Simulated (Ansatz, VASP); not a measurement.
# ZnS (Wurtzite-2H): VASP beside Ansatz, part 2 of 3

Wanted: the spread between two codes on one cell, functional and k mesh. The cell is taken from a series of runs on this material, whose earlier steps may have relaxed, scaled, displaced or heated it; both programs get it as it stands.

VASP 6.6.1 and Ansatz 0.2.0.

So far: The structure; VASP: zone-centre phonons, LDA.

## (2) VASP: zone-centre phonons, LDA (continued)

Level of this step: LDA; plane waves and PAW (S, Zn) (VASP).

From OUTCAR (step 2):

```text
ion  position               nearest neighbor table
   1  0.333  0.667  0.385-   3 2.27   4 2.29   4 2.29   4 2.29
   2  0.667  0.333  0.885-   4 2.27   3 2.29   3 2.29   3 2.29
   3  0.333  0.667  0.000-   1 2.27   2 2.29   2 2.29   2 2.29
   4  0.667  0.333  0.500-   2 2.27   1 2.29   1 2.29   1 2.29

  LATTYP: Found a hexagonal cell.
 ALAT       =     3.7785796008
 C/A-ratio  =     1.5606740807

 Subroutine GETGRP returns: Found 12 space group operations
 (whereof  6 operations were pure point group operations)

The static configuration has the point symmetry C_3v.
 The point group associated with its full space group is C_6v.

 Found     95 irreducible k-points:

   k-points           NKPTS =     95   k-points in BZ     NKDIM =     95   number of bands    NBANDS=     24

   dimension x,y,z NGX =    28 NGY =   28 NGZ =   48
   dimension x,y,z NGXF=    56 NGYF=   56 NGZF=   96

   ENCUT  =  500.0 eV  36.75 Ry    6.06 a.u.   6.89  6.89 10.75*2*pi/ulx,y,z

   NELECT =      36.0000    total number of electrons

 k-points in reciprocal lattice and weights: Automatic mesh
   0.00000000  0.00000000  0.00000000       0.001
   0.08333333  0.00000000  0.00000000       0.005
   0.16666667  0.00000000  0.00000000       0.005
   0.25000000  0.00000000  0.00000000       0.005
   0.33333333 -0.00000000  0.00000000       0.005
   0.41666667  0.00000000  0.00000000       0.005
   0.50000000  0.00000000  0.00000000       0.003
   0.08333333  0.08333333  0.00000000       0.005
   0.16666667  0.08333333  0.00000000       0.010
[...]
-1.889289800  3.272345925  0.000000000     0.000000000  0.305591164  0.000000000
     0.000000000  0.000000000  5.897131245     0.000000000  0.000000000  0.169573977

 POSITION                                       TOTAL-FORCE (eV/Angst)
 -----------------------------------------------------------------------------------
     -0.00000      2.18156      2.26937         0.000000      0.000000      0.001285
      1.88929      1.09078      5.21793        -0.000000     -0.000000      0.001285
      0.00000      2.18156      0.00103         0.000000     -0.000000     -0.001285
      1.88929      1.09078      2.94959        -0.000000     -0.000000     -0.001285
 -----------------------------------------------------------------------------------
    total drift:                                0.000009     -0.000006     -0.000141

 MACROSCOPIC STATIC DIELECTRIC TENSOR (including local field effects in DFT)
 ------------------------------------------------------
           6.099690     0.000000     0.000000
           0.000000     6.099690     0.000000
           0.000000     0.000000     6.020795
 ------------------------------------------------------

 PIEZOELECTRIC TENSOR (including local field effects)  for field in x, y, z        (C/m^2)
          XX          YY          ZZ          XY          YZ          ZX
  --------------------------------------------------------------------------------
  x    -0.00000     0.00000     0.00000     0.00000     0.00000     0.30770
  y     0.00000     0.00000     0.00000     0.00000     0.30770     0.00000
  z     0.32518     0.32518    -0.69379     0.00000     0.00000     0.00000

 BORN EFFECTIVE CHARGES (including local field effects) (in |e|, cummulative output)
 ---------------------------------------------------------------------------------
 ion    1
    1    -1.85907     0.00000    -0.00000
    2     0.00000    -1.85907     0.00000
    3     0.00000    -0.00000    -1.89292
 ion    2
    1    -1.85907     0.00000     0.00000
    2     0.00000    -1.85907     0.00000
    3     0.00000     0.00000    -1.89292
 ion    3
    1     1.85907     0.00000     0.00000
    2    -0.00000     1.85907     0.00000
    3     0.00000     0.00000     1.89292
 ion    4
    1     1.85907     0.00000    -0.00000
    2    -0.00000     1.85907     0.00000
    3    -0.00000     0.00000     1.89292

 Eigenvectors and eigenvalues of the dynamical matrix
 ----------------------------------------------------

   1 f  =   11.071119 THz    69.561893 2PiTHz  369.292781 cm-1    45.786449 meV
             X         Y         Z           dx          dy          dz
     -0.000000  2.181564  2.269367    -0.000000   -0.000000    0.680908
      1.889290  1.090782  5.217932     0.000000    0.000000   -0.680908
      0.000000  2.181564  0.001029    -0.000000   -0.000000   -0.190693
      1.889290  1.090782  2.949594     0.000000    0.000000    0.190693

   2 f  =    9.352860 THz    58.765753 2PiTHz  311.977830 cm-1    38.680304 meV
             X         Y         Z           dx          dy          dz
     -0.000000  2.181564  2.269367     0.000000    0.605162    0.000000
      1.889290  1.090782  5.217932    -0.000000   -0.605162    0.000000
      0.000000  2.181564  0.001029     0.000000    0.365758   -0.000000
      1.889290  1.090782  2.949594    -0.000000   -0.365758   -0.000000

   3 f  =    9.352860 THz    58.765753 2PiTHz  311.977830 cm-1    38.680304 meV
             X         Y         Z           dx          dy          dz
     -0.000000  2.181564  2.269367     0.605162   -0.000000   -0.000000
      1.889290  1.090782  5.217932    -0.605162    0.000000   -0.000000
      0.000000  2.181564  0.001029     0.365758   -0.000000    0.000000
      1.889290  1.090782  2.949594    -0.365758    0.000000    0.000000

   4 f  =    9.062804 THz    56.943274 2PiTHz  302.302586 cm-1    37.480727 meV
             X         Y         Z           dx          dy          dz
     -0.000000  2.181564  2.269367     0.000003   -0.579371   -0.000000
      1.889290  1.090782  5.217932     0.000003   -0.579371   -0.000000
      0.000000  2.181564  0.001029    -0.000002    0.405376    0.000000
      1.889290  1.090782  2.949594    -0.000002    0.405376    0.000000

   5 f  =    9.062804 THz    56.943274 2PiTHz  302.302586 cm-1    37.480727 meV
             X         Y         Z           dx          dy          dz
     -0.000000  2.181564  2.269367    -0.579371   -0.000003    0.000000
      1.889290  1.090782  5.217932    -0.579371   -0.000003    0.000000
      0.000000  2.181564  0.001029     0.405376    0.000002   -0.000000
      1.889290  1.090782  2.949594     0.405376    0.000002   -0.000000

   6 f  =    9.019572 THz    56.671640 2PiTHz  300.860524 cm-1    37.301934 meV
             X         Y         Z           dx          dy          dz
     -0.000000  2.181564  2.269367     0.000000   -0.000000    0.579249
      1.889290  1.090782  5.217932     0.000000   -0.000000    0.579249
      0.000000  2.181564  0.001029    -0.000000    0.000000   -0.405550
      1.889290  1.090782  2.949594    -0.000000    0.000000   -0.405550

   7 f  =    5.804830 THz    36.472823 2PiTHz  193.628290 cm-1    24.006838 meV
             X         Y         Z           dx          dy          dz
     -0.000000  2.181564  2.269367     0.000000    0.000000    0.190693
      1.889290  1.090782  5.217932     0.000000    0.000000   -0.190693
      0.000000  2.181564  0.001029    -0.000000   -0.000000    0.680908
      1.889290  1.090782  2.949594     0.000000    0.000000   -0.680908

   8 f  =    1.907224 THz    11.983442 2PiTHz   63.618146 cm-1     7.887641 meV
             X         Y         Z           dx          dy          dz
     -0.000000  2.181564  2.269367    -0.000005   -0.365758    0.000000
      1.889290  1.090782  5.217932     0.000005    0.365758    0.000000
      0.000000  2.181564  0.001029     0.000008    0.605162    0.000000
      1.889290  1.090782  2.949594    -0.000008   -0.605162    0.000000

   9 f  =    1.907224 THz    11.983442 2PiTHz   63.618146 cm-1     7.887641 meV
             X         Y         Z           dx          dy          dz
     -0.000000  2.181564  2.269367     0.365758   -0.000005    0.000000
      1.889290  1.090782  5.217932    -0.365758    0.000005    0.000000
      0.000000  2.181564  0.001029    -0.605162    0.000008    0.000000
      1.889290  1.090782  2.949594     0.605162   -0.000008    0.000000

  10 f/i=    0.000860 THz     0.005401 2PiTHz    0.028673 cm-1     0.003555 meV
             X         Y         Z           dx          dy          dz
     -0.000000  2.181564  2.269367    -0.000000    0.000000   -0.405550
      1.889290  1.090782  5.217932    -0.000000    0.000000   -0.405550
      0.000000  2.181564  0.001029    -0.000000    0.000000   -0.579249
      1.889290  1.090782  2.949594    -0.000000    0.000000   -0.579249

  11 f/i=    0.003586 THz     0.022529 2PiTHz    0.119602 cm-1     0.014829 meV
             X         Y         Z           dx          dy          dz
     -0.000000  2.181564  2.269367    -0.288583   -0.284691   -0.000000
      1.889290  1.090782  5.217932    -0.288583   -0.284691   -0.000000
      0.000000  2.181564  0.001029    -0.412449   -0.406886   -0.000000
      1.889290  1.090782  2.949594    -0.412449   -0.406886   -0.000000

  12 f/i=    0.003586 THz     0.022529 2PiTHz    0.119602 cm-1     0.014829 meV
             X         Y         Z           dx          dy          dz
     -0.000000  2.181564  2.269367     0.284691   -0.288583   -0.000000
      1.889290  1.090782  5.217932     0.284691   -0.288583   -0.000000
      0.000000  2.181564  0.001029     0.406886   -0.412449   -0.000000
      1.889290  1.090782  2.949594     0.406886   -0.412449   -0.000000

 MACROSCOPIC STATIC DIELECTRIC TENSOR IONIC CONTRIBUTION
 ------------------------------------------------------
           2.373081     0.000000    -0.000000
           0.000000     2.373081     0.000000
          -0.000000     0.000000     2.483396
 ------------------------------------------------------

 ELASTIC MODULI CONTR FROM IONIC RELAXATION (kBar)
 Direction    XX          YY          ZZ          XY          YZ          ZX
 --------------------------------------------------------------------------------
 XX        -397.0938    204.3360    249.6422     -0.0000     -0.0000      0.0000
 YY         204.3360   -397.0938    249.6422      0.0000      0.0000      0.0000
 ZZ         249.6422    249.6422   -646.6272     -0.0000      0.0000     -0.0000
 XY          -0.0000      0.0000     -0.0000   -300.7149      0.0000     -0.0000
 YZ          -0.0000     -0.0000      0.0000      0.0000   -100.9135     -0.0000
 ZX           0.0000      0.0000     -0.0000      0.0000     -0.0000   -113.9581
 --------------------------------------------------------------------------------

 PIEZOELECTRIC TENSOR IONIC CONTR  for field in x, y, z        (C/m^2)
          XX          YY          ZZ          XY          YZ          ZX
  --------------------------------------------------------------------------------
  x     0.00000     0.00000    -0.00000    -0.00000    -0.00000    -0.48933
  y     0.00000    -0.00000     0.00000     0.00000    -0.46047    -0.00000
  z    -0.46035    -0.46035     1.19240     0.00000    -0.00000     0.00000
```

The dielectric response converges more slowly with the mesh than energies do, so tensor and charges may still move on a finer one.

[end of part 2 of 3]

[Lines on the potential files, build, host, timing and source positions are cut from VASP's logs without a mark.]

[Logs are printed without paths, hosts, clocks, repeated set-up lines and the standing remarks that a program may print on its own settings, such as how far it seeks lower states.]

[Hosts, paths, dates, database ids (printed as entryN), source tags and the programs' standing remarks are cut or masked in the printed files.]
